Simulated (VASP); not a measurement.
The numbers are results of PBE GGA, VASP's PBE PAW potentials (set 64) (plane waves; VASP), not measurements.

VASP input:

### INCAR
```
# general
SYSTEM   = Pb
PREC     = Accurate
ENCUT    = 300
LREAL    = .FALSE.
LASPH    = .TRUE.

# electronic loop
EDIFF    = 1E-8
NELM     = 100
ALGO     = Normal
LMAXMIX  = 4

# smearing
ISMEAR   = -1
SIGMA    = 0.1

# functional
GGA      = PE

# ions
IBRION   = 8
NSW      = 1
ISIF     = 2

# output
LWAVE    = .FALSE.
LCHARG   = .FALSE.

# other
LEPSILON = .FALSE.
```

KPOINTS:
```
Automatic mesh
0
Gamma
9 9 9
0 0 0
```

### POSCAR
```
Pb
4.950
  0.0000000000   0.5000000000   0.5000000000
  0.5000000000   0.0000000000   0.5000000000
  0.5000000000   0.5000000000   0.0000000000
Pb
1
Cart
  0.0000000000   0.0000000000   0.0000000000
```

POTCAR, in this order: Pb_d (PBE.64 set). Program: vasp_std.

At this cut-off the stress carries a Pulay error, which pulls relaxed volumes low. Unless said otherwise, spin-orbit coupling is left out, though it shifts the bands of the heavy elements here.

Question: What does the run give for the energy per atom (σ→0), pressure, band gap (on the k-mesh)?

Answer: 
```json
{
 "energy per atom (σ→0)": "-3.569 eV/atom",
 "band gap (on the k-mesh)": "none (metal, semimetal or under 0.01 eV)",
 "pressure": "1.61 GPa"
}
```

File OSZICAR:
```
...
RMM:  10    -0.317993580575E+00   -0.16721E-07   -0.12938E-09  3034   0.191E-04    0.220E-05
RMM:  11    -0.317993429035E+00    0.15154E-06   -0.73033E-10  3001   0.102E-04    0.127E-05
RMM:  12    -0.317993365914E+00    0.63121E-07   -0.64608E-10  3008   0.590E-05    0.684E-06
RMM:  13    -0.317993349122E+00    0.16792E-07   -0.52090E-10  2752   0.396E-05    0.570E-06
RMM:  14    -0.317993325983E+00    0.23139E-07   -0.43406E-09  2582   0.323E-05    0.366E-06
RMM:  15    -0.317993300113E+00    0.25870E-07   -0.24063E-09  2613   0.293E-05    0.118E-06
RMM:  16    -0.317993293109E+00    0.70044E-08   -0.22863E-09  2193   0.275E-05    0.553E-07
 Linear response finished
```

The structure is a typed Pb crystal (Fm-3m). The cell was not relaxed at this level. The run is one of a series of settings (EDIFF = 1E-8, IBRION = 8, LEPSILON = .FALSE., NSW = 1 against the base run), some of them coarse on purpose.
